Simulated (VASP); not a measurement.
```yaml
crystal:
  lattice:
    - [0.00000, 2.63160, 2.63160]
    - [2.63160, 0.00000, 2.63160]
    - [2.63160, 2.63160, 0.00000]
  atoms:
    - { symbol: Sr, position: [0.00000, 0.00000, 0.00000] }
    - { symbol: O, position: [0.50000, 0.50000, 0.50000] }
```

Method: PBE GGA, VASP's PBE PAW potentials (set 64) (plane waves; VASP). Numerical set-up: 520 eV cut-off, 7×7×7 Γ-centred mesh, Gaussian smearing of 0.050 eV, potentials Sr_sv O.

**Question.** Give the stress tensor in GPa (positive for a compressed cell).

**Answer.** 
```
-2.61   0.00   0.00
 0.00  -2.61   0.00
 0.00   0.00  -2.61
```
The pressure is its mean diagonal, -2.61 GPa.

The compound is SrO in the rock salt structure. The cell was not relaxed at this level.
